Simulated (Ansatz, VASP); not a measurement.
# SnSe2 in two plane-wave programs

One calculation is typed for both programs; each brings its own data sets. How far apart do they land? The cell is taken from a series of runs on this material, whose earlier steps may have relaxed, scaled, displaced or heated it; both programs get it as it stands. Other levels of theory on this material are compared in a session of their own.

Calculated with Ansatz 0.2.0; plane waves, with VASP 6.6.1 beside it; relaxation of cell and atoms at PBEsol with D3(BJ).

## Step 1: Set-up

The structure is trigonal, space group P-3m1 (No. 164). Conventional cell: a = 3.784 Å, b = 3.784 Å, c = 5.763 Å, α = 90.00°, β = 90.00°, γ = 120.00°. Se has 3 Sn at 2.70 Å nearest. Sn has 6 Se at 2.70 Å nearest. Farther neighbours and most contacts between anions are not listed.

Structure file:

```cif
data_structure
_symmetry_space_group_name_H-M 'P 1'
_symmetry_Int_Tables_number 1
_cell_length_a 3.7843
_cell_length_b 3.7843
_cell_length_c 5.7632
_cell_angle_alpha 90.000
_cell_angle_beta 90.000
_cell_angle_gamma 120.000
_cell_volume 71.48
loop_
_atom_site_label
_atom_site_type_symbol
_atom_site_fract_x
_atom_site_fract_y
_atom_site_fract_z
_atom_site_occupancy
Se1 Se 0.33333 0.66667 0.27512 1
Se2 Se 0.66667 0.33333 0.72488 1
Sn3 Sn 0.00000 0.00000 0.00000 1
```

## Step 2: VASP: relaxation of cell and atoms, PBEsol with D3(BJ)

The relaxed volume is the usual yardstick between codes: in a stiff, nearly cubic crystal its relative difference is about their pressure difference at one cell divided by the bulk modulus.

Lines of VASP's logs that name or quote its potential files are left out, and so is its time.

Contents of INCAR:

```
SYSTEM = SnSe2
PREC = Accurate
ENCUT = 500
EDIFF = 1E-07
NELM = 120
ISMEAR = 0
SIGMA = 0.02
LREAL = .FALSE.
ALGO = Normal
GGA = PS
IVDW = 12
NBANDS = 19
LORBIT = 11
LWAVE = .FALSE.
LCHARG = .FALSE.
ISIF = 3
IBRION = 2
NSW = 80
EDIFFG = -0.005
LASPH = .TRUE.
GGA_COMPAT = .FALSE.
NELMIN = 4
KPAR = 2
```

Contents of POSCAR:

```
SnSe2
1.0
    3.7842730000      0.0000000000      0.0000000000
   -1.8921370000      3.2772770000      0.0000000000
    0.0000000000      0.0000000000      5.7631830000
Se Sn
2 1
Direct
    0.3333333706      0.6666665650      0.2751219248
    0.6666668937      0.3333334350      0.7248780752
    0.0000000000      0.0000000000      0.0000000000
```

Contents of KPOINTS:

```
Automatic mesh
0
Gamma
12 12 6
0 0 0
```

PAW data sets: Se and Sn_d (PBE family, release 64).

Started as:

```bash
mpirun -np 2 vasp_std
```

Numbers of over 12 decimals in the logs are rounded to 6 here.

The log of the run:

```text
[banner, memory and clock lines left out]
running    2 mpi-ranks, on    1 nodes
 distrk:  each k-point on    1 cores,    2 groups
 distr:  one band on    1 cores,    1 groups

 POSCAR found type information on POSCAR SeSn
 POSCAR found :  2 types and       3 ions
|                                                                             |
|               ----> ADVICE to this user running VASP <----                  |
|                                                                             |
|     You enforced a specific xc type in the INCAR file but a different       |
|     [... a line on the potential file left out ...]
|     I HOPE YOU KNOW WHAT YOU ARE DOING!                                     |
|                                                                             |

 LDA part: xc-table for (Slater+PW92), standard interpolation
 POSCAR, INCAR and KPOINTS ok, starting setup
 FFT: planning ... GRIDC
 FFT: planning ... GRID_SOFT
 FFT: planning ... GRID
 WAVECAR not read
 entering main loop
       N       E                     dE             d eps       ncg     rms          rms(c)
DAV:   1     0.197410524498E+03    0.19741E+03   -0.12064E+04  3851   0.154E+03
DAV:   2     0.893318845461E+01   -0.18848E+03   -0.18227E+03  4006   0.383E+02
DAV:   3    -0.124505844802E+02   -0.21384E+02   -0.20825E+02  4682   0.114E+02
DAV:   4    -0.131725860830E+02   -0.72200E+00   -0.72048E+00  4528   0.215E+01
DAV:   5    -0.131882773492E+02   -0.15691E-01   -0.15690E-01  5082   0.340E+00    0.524E+00
DAV:   6    -0.129666383431E+02    0.22164E+00   -0.43707E-01  5566   0.770E+00    0.333E+00
DAV:   7    -0.129409417012E+02    0.25697E-01   -0.13657E-01  4521   0.266E+00    0.922E-01
DAV:   8    -0.129392349623E+02    0.17067E-02   -0.10267E-02  4793   0.101E+00    0.266E-01
DAV:   9    -0.129392330529E+02    0.19094E-05   -0.11412E-03  4103   0.244E-01    0.766E-02
DAV:  10    -0.129392317563E+02    0.12966E-05   -0.92322E-05  4587   0.610E-02    0.269E-02
DAV:  11    -0.129392409779E+02   -0.92216E-05   -0.18524E-05  3956   0.267E-02    0.596E-03
DAV:  12    -0.129392412682E+02   -0.29031E-06   -0.82345E-07  4986   0.628E-03    0.469E-03
DAV:  13    -0.129392413180E+02   -0.49828E-07   -0.42291E-07  3998   0.488E-03
   1 F= -.14007595E+02 E0= -.14007579E+02  d E =-.140076E+02
[...]
2 F= -.14007717E+02 E0= -.14007685E+02  d E =-.122006E-03
[...]
3 F= -.14008040E+02 E0= -.14008016E+02  d E =-.444780E-03
[...]
4 F= -.14008059E+02 E0= -.14008034E+02  d E =-.191354E-04
 trial-energy change:   -0.000019  1 .order   -0.000019   -0.000026   -0.000012
 step:   1.4744(harm=  1.6689)  dis= 0.00033  next Energy=   -14.008063 (dE=-0.229E-04)
 bond charge predicted
       N       E                     dE             d eps       ncg     rms          rms(c)
DAV:   1    -0.129449731165E+02   -0.12608E-03   -0.60614E-04  4074   0.184E-01    0.226E-02
DAV:   2    -0.129449607223E+02    0.12394E-04   -0.31703E-05  4940   0.649E-02    0.131E-02
DAV:   3    -0.129449561357E+02    0.45865E-05   -0.73807E-06  5561   0.383E-02    0.434E-03
DAV:   4    -0.129449558115E+02    0.32427E-06   -0.18233E-06  5294   0.132E-02    0.127E-03
DAV:   5    -0.129449557731E+02    0.38412E-07   -0.15261E-07  2239   0.385E-03
   5 F= -.14008064E+02 E0= -.14008038E+02  d E =-.244992E-04
 curvature:  -0.79 expect dE=-0.148E-05 dE for cont linesearch -0.556E-06
 trial: gam=-0.08320 g(F)=  0.656E-06 g(S)=  0.121E-05 ort = 0.449E-05 (trialstep = 0.102E+01)
 search vector abs. value=  0.132E-05
 reached required accuracy - stopping structural energy minimisation
```

From OUTCAR (step 2):

```text
ion  position               nearest neighbor table
   1  0.333  0.667  0.275-   3 2.70   3 2.70   3 2.70
   2  0.667  0.333  0.725-   3 2.70   3 2.70   3 2.70
   3  0.000  0.000  0.000-   2 2.70   1 2.70   1 2.70   2 2.70   1 2.70   2 2.70

  LATTYP: Found a hexagonal cell.
 ALAT       =     3.7842730000
 C/A-ratio  =     1.5229300317

 Subroutine GETGRP returns: Found 12 space group operations
 (whereof 12 operations were pure point group operations)

The static configuration has the point symmetry D_3d.

 Found    100 irreducible k-points:

   k-points           NKPTS =    100   k-points in BZ     NKDIM =    100   number of bands    NBANDS=     19

   dimension x,y,z NGX =    28 NGY =   28 NGZ =   42
   dimension x,y,z NGXF=    56 NGYF=   56 NGZF=   84

   ENCUT  =  500.0 eV  36.75 Ry    6.06 a.u.   6.90  6.90 10.51*2*pi/ulx,y,z

   NELECT =      26.0000    total number of electrons

 k-points in reciprocal lattice and weights: Automatic mesh
   0.00000000  0.00000000  0.00000000       0.001
   0.08333333  0.00000000  0.00000000       0.007
   0.16666667  0.00000000  0.00000000       0.007
   0.25000000 -0.00000000  0.00000000       0.007
   0.33333333  0.00000000  0.00000000       0.007
   0.41666667 -0.00000000  0.00000000       0.007
   0.50000000 -0.00000000  0.00000000       0.003
   0.08333333  0.08333333  0.00000000       0.007
   0.16666667  0.08333333  0.00000000       0.014
[...]
0.33333333  0.25000000  0.50000000       0.014
   0.33333333  0.33333333  0.50000000       0.002

 Edisp (eV)   -1.06321

 average (electrostatic) potential at core
       1 -52.5836       2 -52.5836       3-101.6570

 E-fermi :   5.2951

 k-point     1 :       0.0000    0.0000    0.0000
  band No.  band energies     occupation
    ...
      9       4.3181      2.00000
     10       4.3181      2.00000
     11       4.3843      2.00000
     12       4.3843      2.00000
     13       5.1012      2.00000
     14       5.7970      0.00000
     15       7.9389      0.00000
     16       9.6078      0.00000
     17       9.6078      0.00000
     18      13.1600      0.00000
    ...

 k-point     2 :       0.0833    0.0000    0.0000
  band No.  band energies     occupation
    ...
      9       3.3240      2.00000
     10       3.8658      2.00000
     11       4.0236      2.00000
     12       4.7008      2.00000
     13       5.2335      1.99999
     14       6.5209      0.00000
     15       8.3155      0.00000
     16       9.3001      0.00000
     17       9.6976      0.00000
     18      12.9196      0.00000
    ...

 k-point     3 :       0.1667    0.0000    0.0000
  band No.  band energies     occupation
    ...
      9       2.0672      2.00000
     10       3.1823      2.00000
     11       3.3417      2.00000
     12       4.8647      2.00000
     13       5.1556      2.00000
     14       7.1933      0.00000
     15       8.5837      0.00000
     16       9.5165      0.00000
     17       9.8756      0.00000
     18      11.8383      0.00000
    ...

 Edisp (eV)   -1.06311

  Total       0.00379     0.00379    -0.00683    -0.00000     0.00000     0.00000
  in kB       0.08455     0.08455    -0.15243    -0.00000     0.00000     0.00000
  external pressure =        0.01 kB  Pullay stress =        0.00 kB

  energy-cutoff  :      500.00
  volume of cell :       71.82
      direct lattice vectors                 reciprocal lattice vectors
     3.792164492 -0.000000001  0.000000000     0.263701641  0.152248233 -0.000000000
    -1.896082748  3.284111236 -0.000000000     0.000000000  0.304496385 -0.000000000
     0.000000000  0.000000000  5.767058635    -0.000000000 -0.000000000  0.173398618

 POSITION                                       TOTAL-FORCE (eV/Angst)
 -----------------------------------------------------------------------------------
     -0.00000      2.18941      1.58731         0.000000      0.000000      0.002607
      1.89608      1.09470      4.17975        -0.000000     -0.000000     -0.002607
      0.00000      0.00000      5.76706         0.000000     -0.000000      0.000000
 -----------------------------------------------------------------------------------
    total drift:                               -0.000342     -0.000000     -0.000000

  FREE ENERGIE OF THE ION-ELECTRON SYSTEM (eV)
  ---------------------------------------------------
  free  energy   TOTEN  =       -14.0080644124 eV

  energy  without entropy=      -14.0080124798  energy(sigma->0) =      -14.00803845

 reached required accuracy - stopping structural energy minimisation

 total charge
# of ion       s       p       d       tot
------------------------------------------
    1        1.491   2.293   0.032   3.816
    2        1.491   2.293   0.032   3.816
    3        1.069   1.045  10.104  12.217
--------------------------------------------------
tot          4.051   5.630  10.169  19.850

[... 3 further parts left out ...]
```

## Step 3: Ansatz: relaxation of cell and atoms, PBEsol with D3(BJ)

Ansatz runs on its PAW soft_1 files.

The same cell, functional, mesh and smearing now go to Ansatz, which takes its cutoff from its data sets.

Contents of input.yaml:

```yaml
crystal:
  lattice:
    - [3.7842732936, 0.0, 0.0]
    - [-1.8921366468, 3.2772768072, 0.0]
    - [0.0, 0.0, 5.763182716]
  atoms:
    - { symbol: Se, position: [0.3333333333, 0.6666666667, 0.2751218785] }
    - { symbol: Se, position: [0.6666666667, 0.3333333333, 0.7248781215] }
    - { symbol: Sn, position: [0.0, 0.0, 0.0] }
kpoints:
  mp_grid: { grid: [12, 12, 6] }
hamiltonian:
  xc: pbesol
  dispersion: d3bj
  pseudopotentials: { kind: paw, azcp: { folder: soft_1 }, xc_functional: pbe }
scf:
  occupations: { method: gaussian, width: 0.02 }
output:
  forces: true
  stress: true
  eigenvalues: true
  write_density: true
  write_potential: true
  elf: true
  volumetric_format: npy
relax:
  adjacent_minimum: "off"
  f_tol: 0.005
  max_steps: 80
  cell: { stress_tol: 0.05 }
```

Started as:

```bash
ansatz run input.yaml --threads 4 --pin off --max-ram 10240MiB --backend cpu --events-out ev --progress --plain --runs-dir out
```

The log of the run:

```text
Engine: ansatz 0.2.0, aarch64-unknown-linux-gnu
Pseudopotentials: kind: paw
Pseudopotential: Se, paw, valence charge 16, recommended cutoff 420 eV (normal), soft_1/Se.paw.azcp
Pseudopotential: Sn, paw, valence charge 14, recommended cutoff 420 eV (normal), soft_1/Sn.paw.azcp
Functional definition: PBEsol
  exchange = pbesol_x
  correlation = pbesol_c
Crystal: 3 atoms, lattice volume = 71.476 Å³
Basis set: ecut = 420 eV, 1411 PW (Γ), exchange–correlation on 54×54×80 points (8 copies of the dense FFT grid, shifted against one another)
Bands: 28, of which v1, the nominal top of the filled ones, is band 23 counted from 1 (22 counted from 0)
Symmetry: 12 space group operations
Space group: P-3m1 (ITA 164), of the structure as read, at distance tolerance 4.2e-5 Å
k-points: 100 of 864
Non-local potential: Se, projectors of the file, l = 0: 2, l = 1: 2, l = 2: 3, l = 3: 1
Non-local potential: Sn, projectors of the file, l = 0: 2, l = 1: 2, l = 2: 2, l = 3: 1
PAW form: soft (Blöchl's): semilocal exchange-correlation on the pseudo side does not see the compensation charge
PAW frozen core: Se, regenerated for the run's functional, and the local potential with it (the file was generated under x = pbe(κ = 0.804, μ = 0.219515), c = pbe(β = 0.066725))
PAW frozen core: Sn, regenerated for the run's functional, and the local potential with it (the file was generated under x = pbe(κ = 0.804, μ = 0.219515), c = pbe(β = 0.066725))
PAW one-centre angular grid: Se, 590 points (default); XC on 64 Gauss nodes
PAW one-centre angular grid: Sn, 590 points (default); XC on 64 Gauss nodes
Initial density: superposition of atomic densities (chi_scale 0.1, normalization cell, long waves kept (reshape's long-wave potential 0.07 eV rms))
Initial wavefunctions: pseudopotential atomic-orbital guess
Functional: x = pbesol(κ = 0.804, μ = 0.123457), c = pbesol(β = 0.046)
SCF iter   1: F=—  HF=-16800.785883 eV  |F-HF|=—  |Δ(HF+E_count)|=         —  Δρ=3.33e-2  dr2=1.72e0  ethr=3.10e-3  ⟨swp⟩=7.0  Hψ=12830  notcnv=0
preconditioner: auto → LDOS  [metal: Δε(μ)=0.009 eV  Ē_g=9.964 eV  σ=0.020 eV  W_gap=0.26  n_scr=22 (ndim 8)  ℏωp=17.6 eV  f_vac=0.012  D(μ)=0.74/eV (n_scr^D=2)  β→1.0]
SCF iter   2: F=—  HF=-16801.032203 eV  |F-HF|=—  |Δ(HF+E_count)|=   2.46e-1  Δρ=2.92e-2  dr2=2.69e0  ethr=3.10e-3  ⟨swp⟩=4.0  Hψ=5851  notcnv=0  defer=97
preconditioner: auto → Resta (q_TF=auto, 2.535 Å⁻¹)  ε∞=3.0  [insulator: Δε(μ)=0.266 eV  Ē_g=15.674 eV  σ=0.020 eV  W_gap=1.00  n_scr=22 (ndim 8)  ℏωp=22.4 eV  f_vac=0.030  D(μ)=0.00/eV (n_scr^D=0)  ε∞_Penn≈3.0  β→0.5]
SCF iter   3: F=—  HF=-16800.340932 eV  |F-HF|=—  |Δ(HF+E_count)|=   6.91e-1  Δρ=8.01e-3  dr2=4.06e-2  ethr=3.10e-3  ⟨swp⟩=3.1  Hψ=4506  notcnv=0  defer=98
SCF iter   4: F=—  HF=-16800.335492 eV  |F-HF|=—  |Δ(HF+E_count)|=   5.44e-3  Δρ=1.26e-3  dr2=1.23e-3  ethr=8.82e-5  ⟨swp⟩=3.9  Hψ=5413  notcnv=0  defer=99
SCF iter   5: F=—  HF=-16800.334869 eV  |F-HF|=—  |Δ(HF+E_count)|=   6.23e-4  Δρ=5.13e-4  dr2=1.42e-4  ethr=2.67e-6  ⟨swp⟩=2.0  Hψ=5397  notcnv=0  defer=99
SCF iter   6: F=—  HF=-16800.334901 eV  |F-HF|=—  |Δ(HF+E_count)|=   3.22e-5  Δρ=1.41e-4  dr2=2.54e-5  ethr=3.09e-7  ⟨swp⟩=2.0  Hψ=4001  notcnv=0  defer=99
SCF iter   7: F=—  HF=-16800.334901 eV  |F-HF|=—  |Δ(HF+E_count)|=   3.40e-8  Δρ=3.69e-5  dr2=1.20e-6  ethr=5.53e-8  ⟨swp⟩=2.0  Hψ=5058  notcnv=0  defer=99
SCF iter   8: F=—  HF=-16800.334902 eV  |F-HF|=—  |Δ(HF+E_count)|=   6.50e-7  Δρ=1.41e-5  dr2=1.33e-7  ethr=2.61e-9  ⟨swp⟩=2.0  Hψ=5002  notcnv=0  defer=99
SCF iter   9: F=-16800.334902 eV  HF=-16800.334902 eV  |F-HF|=8.43e-9  |Δ(HF+E_count)|=   9.47e-8  Δρ=3.63e-6  dr2=1.43e-8  ethr=2.17e-10  ⟨swp⟩=14.8  Hψ=20503  notcnv=0
SCF 1 converged in 9 iterations: F = -16800.334902 eV  dr2 = 1.43e-8
  greatest PAW one-centre occupation: 1.000 electrons in one spin orbital (limit 2), on the Se atom at site 1 (counted from 0), in its partial waves of l = 2
relax step   1: F+E_penalty+E_count = -16800.33490221 eV  Δ(F+E_penalty+E_count) = +0.000e0 eV  max|allowed force component| = 1.662e-2 eV/Å  Δτ_max = 0.0000 Å  P = +0.258 GPa  Ω = 71.476 Å³  (9 SCF iters, dr2 threshold 1.00e-7 eV, accepted)
[...]
relax step   2: F+E_penalty+E_count = -16800.33479002 eV  Δ(F+E_penalty+E_count) = +1.122e-4 eV  max|allowed force component| = 1.027e-3 eV/Å  Δτ_max = 0.0041 Å  P = -0.243 GPa  Ω = 72.074 Å³  energy of the carried Pulay correction = -5.006e-5 eV  (5 SCF iters, dr2 threshold 2.03e-7 eV, rejected (line search))
[...]
relax step   3: F+E_penalty+E_count = -16800.33509151 eV  Δ(F+E_penalty+E_count) = -1.893e-4 eV  max|allowed force component| = 1.482e-3 eV/Å  Δτ_max = 0.0005 Å  P = -0.008 GPa  Ω = 71.737 Å³  energy of the carried Pulay correction = -2.189e-5 eV  (8 SCF iters, accepted)
[...]
relax step   4: F+E_penalty+E_count = -16800.33511212 eV  Δ(F+E_penalty+E_count) = -2.061e-5 eV  max|allowed force component| = 1.484e-3 eV/Å  Δτ_max = 0.0000 Å  P = -0.008 GPa  Ω = 71.737 Å³  stress off target by 2.19e-2 GPa  SCF on the basis re-selected at this cell (its energy is not comparable with the rows above)  (5 SCF iters)
basis re-selected at this cell: Δ(F+E_penalty+E_count) = -2.061e-5 eV, ΔP = -0.000 GPa vs the last step (what re-selecting the basis moved, of the pressure what is left beyond the Pulay correction that the steps carried, after the strain that the cell walked since its last selection, with what the two solves' SCF thresholds leave and, on support functions, any second-order correction that the steps lacked; it is no m [...]
SCF converged after 5 iterations
Free energy (F): -16800.335112 eV
Harris-Foulkes:  -16800.335112 eV  (|F-HF|=3.64e-12)
Internal energy: -16800.335085 eV  (E = F + TS)
E sigma→0 (E₀):  -16800.335099 eV
Entropy (-TS):   -0.000027 eV (-0.009 meV/atom)
Fermi energy:    9.289575 eV
--- Per-component energies (eV) ---
  E_band       = -826.926362
  E_kinetic    = 391.680851
  E_local      = -6198.476965  (includes V_loc(G=0)·N_el)
  E_nonlocal   = -558.225790
  E_hartree    = 3252.391199
  E_xc         = -294.080213
  E_vxc        = -261.533705  (∫ρ·V_xc dr)
  E_paw        = -8470.572086  (= ΣΔE_a)
  E_vpaw       = -705.152806  (= ΣTr[D̂ρ^β])
  E_aug_tail   = -0.000482  (compensation charges beyond the density's cutoff)
  E_ewald      = -4924.288656
  E_disp       = -1.064686  (pairwise vdW)
  E_core_change = 2.301743  (= ΣΔE_core)
  E_smearing   = -0.000027  (= −TS)
  E_closure    = 0.000000  (closes the sum)
  Σ components = -16800.335112   (vs F -16800.335112, Δ=0.00e0)
--- Forces (eV/Å), atoms counted from 1 ---
  atom   1  Se     0.00000000    -0.00000000    -0.00148392
  atom   2  Se    -0.00000000     0.00000000     0.00148392
  atom   3  Sn     0.00000000     0.00000000     0.00000000
  max |Σ_I F_I| component: 2.31e-18 eV/Å
--- Stress (GPa, compression-positive) ---
       -0.000801       0.000000       0.000000
        0.000000      -0.000801      -0.000000
        0.000000      -0.000000      -0.021871
  P = ⅓ Tr σ = -0.0078 GPa (-0.078 kbar)
--- Band table (eV; the first three rows and the last of 100) ---
  k-point 0: bands = [... 19 lower, 8.3129, 8.3794, 8.3794, 9.0890, 9.8019, 11.9410, 13.6121, 13.6121, ... 1 higher]
  k-point 1: bands = [... 19 lower, 8.1858, 8.1858, 8.5419, 8.5419, 10.5515, 11.9621, 13.4617, 13.4617, ... 1 higher]
  k-point 2: bands = [... 19 lower, 8.0893, 8.0893, 8.7130, 8.7130, 11.2951, 11.9551, 13.1840, 13.1840, ... 1 higher]
  k-point 99: bands = [... 19 lower, 4.3191, 4.8103, 8.7860, 8.7860, 11.4985, 13.0913, 13.0913, 14.5961, ... 1 higher]
--- Relaxed structure (3 steps of the walk, 2 accepted, 1 SCFs on fresh bases) ---
  F+E_penalty+E_count = -16800.33511212 eV   max|allowed force component| = 1.484e-3 eV/Å   (the final SCF, on the basis selected at the relaxed cell)
  cell:  # Å, volume = 71.7366 Å³
    - [3.790109, 0, 8.844502828899835e-19]
    - [-1.895055, 3.282331, -4.422251414449925e-19]
    - [1.3469557264988343e-18, 0, 5.766427]
  atoms:
    - { symbol: Se, position: [0.333333, 0.666667, 0.275043] }
    - { symbol: Se, position: [0.666667, 0.333333, 0.724957] }
    - { symbol: Sn, position: [0, 0, 0] }
```

## Step 4: Differences

Known differences besides the potentials themselves: the data sets hold 46 valence electrons in Ansatz (on its PAW soft_1 files) and 26 in VASP; the cutoff is 420 eV in Ansatz and 500 eV in VASP; Ansatz makes its cores anew for this functional, VASP keeps those of its PBE data sets; Ansatz adds a Pulay correction to the stress that steers its cell, VASP none. Total energies have different zeros and are not compared.

Compared:

```
                                         quantity  Ansatz   VASP  difference
                                      volume (Å³)   71.74  71.82     -0.12 %
edge a after relaxation, in the typed setting (Å)   3.790  3.792     -0.06 %
edge c after relaxation, in the typed setting (Å)   5.766  5.767     -0.01 %
```

## Step 5: Summary of results

```
difference in volume (relaxation of cell and atoms, PBEsol with D3(BJ)) : -0.12 %
```

What this shows: The difference in volume is -0.12 % (relaxation of cell and atoms, PBEsol with D3(BJ)), within the 1.2 % picked in this series as the mark of a large difference, as far as the stopping tolerances let one tell. The data sets hold unlike numbers of valence electrons (46 in Ansatz and 26 in VASP), so part of the differences comes from the potentials. 12 further runs of this series are not shown here. How closely two codes agree says nothing of how well the functional describes the real material.

[Lines on the potential files, build, host, timing and source positions are cut from VASP's logs without a mark.]

[Logs are printed without paths, hosts, clocks, repeated set-up lines and the standing remarks that a program may print on its own settings, such as how far it seeks lower states.]

[Hosts, paths, dates, database ids (printed as entryN), source tags and the programs' standing remarks are cut or masked in the printed files.]
